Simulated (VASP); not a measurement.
VASP input:

### INCAR
```
ENCUT = 400
LMAXMIX = 4
LASPH = .True.   # aspherical one-centre terms
ISIF = 3   # ions, shape and volume
LCHARG = .False.
GGA = PS   # PBEsol
LWAVE = .False.
SYSTEM = MoSi2
SIGMA = 0.1   # width (eV)
NELM = 100
EDIFFG = -0.02   # ionic stop
PREC = Accurate
EDIFF = 1E-6
ALGO = Normal   # blocked Davidson
ISMEAR = 1
IBRION = 2   # conjugate gradients
NSW = 60
LREAL = .False.
```

File KPOINTS:
```
Automatic mesh
0
Gamma
12 12 12
0 0 0
```

### POSCAR
```
MoSi2
1
   -1.5965546377     1.5965546377     3.9053911873
    1.5965546377    -1.5965546377     3.9053911873
    1.5965546377     1.5965546377    -3.9053911873
Si Mo
2 1
Direct
  0.6648097220   0.6648097220   0.0000000000
  0.3351902780   0.3351902780   0.0000000000
  0.0000000000   0.0000000000   0.0000000000
```

POTCAR, in this order: Si Mo_sv (PBE.64 set). Program: vasp_std.

Q: Write an equivalent input for Ansatz.

A: One equivalent input (not run):
Ansatz 0.2 input:
```yaml
crystal:
  lattice:
    - [-1.5965546, 1.5965546, 3.9053912]
    - [1.5965546, -1.5965546, 3.9053912]
    - [1.5965546, 1.5965546, -3.9053912]
  atoms:
    - { symbol: Si, position: [0.6648097, 0.6648097, 0.0000000] }
    - { symbol: Si, position: [0.3351903, 0.3351903, 0.0000000] }
    - { symbol: Mo, position: [0.0000000, 0.0000000, 0.0000000] }
kpoints:
  mp_grid: { grid: [12, 12, 12] }
hamiltonian:
  xc: pbesol
  pseudopotentials: { kind: paw }
scf:
  occupations: { method: methfessel_paxton, width: 0.1 }
  max_iter: 100
relax:
  max_steps: 60
  f_tol: 0.02
  cell: {}
output: { forces: true, stress: true, eigenvalues: true }
```
What does not carry over: each code has its own PAW files, so the cut-off isn't converted (ENCUT is set for VASP's; basis.ecutwfc is left out, and Ansatz then takes the one that its files recommend); Ansatz stops its SCF on the density residual and VASP on the energy change (EDIFF).

The compound is MoSi2 in the MoSi2 type structure. This run relaxes it. Symmetry was kept, so distortions that lower it aren't found. The start is the result of an earlier pass.
